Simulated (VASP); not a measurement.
Here is a VASP 6.6.1 calculation.

INCAR

```
ALGO = Normal
EDIFF = 1E-7
EDIFFG = -0.005
ENCUT = 600
GGA = PS
IBRION = 2
ISIF = 3
ISMEAR = 0
KPAR = 4
LASPH = True
LCHARG = False
LREAL = False
LWAVE = False
NELM = 80
NSW = 90
PREC = Accurate
SIGMA = 0.03
```

The input KPOINTS:

```
k-points
0
Gamma
  10 10 10
```

POSCAR

```
GaSb                                    
1.0
    0.0000000000      3.0565639574      3.0565639574
    3.0565639574      0.0000000000      3.0565639574
    3.0565639574      3.0565639574      0.0000000000
  Ga              Sb            
     1     1
Direct
     0.0000000000000000    0.0000000000000000    0.0000000000000000
     0.2500000000000000    0.2500000000000000    0.2500000000000000
```

Potentials or basis: VASP PAW PBE potentials, release 64 (Ga_d, Sb).

Run with:

```console
$ cat potpaw_PBE.64/Ga_d/POTCAR potpaw_PBE.64/Sb/POTCAR > POTCAR
$ mpirun -np 4 vasp_std > vasp.out
```

(1) What does it give for the relaxed volume?

(2) Predict the space group after relaxing (to 0.05 Å).

## Answers

(1) 28.58 Å³/atom.

(2) F-43m (No. 216).

Caveat: the PAW data sets were made with another functional, which shifts forces and pressure a little.
